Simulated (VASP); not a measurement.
An input for Ansatz (written as the equivalent of a VASP run, and not itself run):

Ansatz 0.2 input:
```yaml
crystal:
  lattice:
    - [1.9621260, -3.4300150, 0.0000000]
    - [1.9621260, 3.4300150, 0.0000000]
    - [0.0000000, 0.0000000, 5.0886950]
  atoms:
    - { symbol: Ni, position: [0.0000000, 0.0000000, 0.5000000] }
    - { symbol: Ni, position: [0.0000000, 0.0000000, 0.0000000] }
    - { symbol: Sb, position: [0.3333330, 0.6666670, 0.2500000] }
    - { symbol: Sb, position: [0.6897540, 0.3564200, 0.7500000] }
kpoints:
  mp_grid: { grid: [8, 8, 6] }
hamiltonian:
  xc: pbe
  pseudopotentials: { kind: paw }
scf:
  occupations: { method: gaussian, width: 0.5 }
  max_iter: 100
output: { forces: true, stress: true, eigenvalues: true }
```

**Question.** Write the VASP files for the same calculation (PBE).

**Answer.** This is not unique; one that fits is 
### INCAR
```
SYSTEM = NiSb
PREC = Accurate
ENCUT = 400
EDIFF = 1E-6
NELM = 100
ALGO = Normal
LREAL = .FALSE.
LASPH = .TRUE.
ISMEAR = 0
SIGMA = 0.5
GGA = PE
LMAXMIX = 4
LWAVE = .FALSE.
LCHARG = .FALSE.
ISIF = 2
```

### KPOINTS
```
K-points
0
Gamma
  8 8 6
```

### POSCAR
```
NiSb
5.0886950
  0.3855853023  -0.6740460963   0.0000000000
  0.3855853023   0.6740460963   0.0000000000
  0.0000000000   0.0000000000   1.0000000000
Ni Sb
2 2
Cartesian
  0.0000000000   0.0000000000   0.5000000000
  0.0000000000   0.0000000000   0.0000000000
  0.3855853023   0.2246824815   0.2500000000
  0.4033893181  -0.2246824815   0.7500000000
```

POTCAR, in this order: Ni Sb (PBE.64 set). Program: vasp_std.

What does not carry over: each code has its own PAW files, so the cut-off isn't converted (ENCUT is set for VASP's; basis.ecutwfc is left out, and Ansatz then takes the one that its files recommend); Ansatz stops its SCF on the density residual and VASP on the energy change (EDIFF).

The compound is NiSb in the NiAs type structure. The cell was not relaxed at this level, atoms are displaced from their ideal sites. The run is one of a series of settings (ISMEAR = 0, SIGMA = 0.5 against the base run), some of them coarse on purpose.
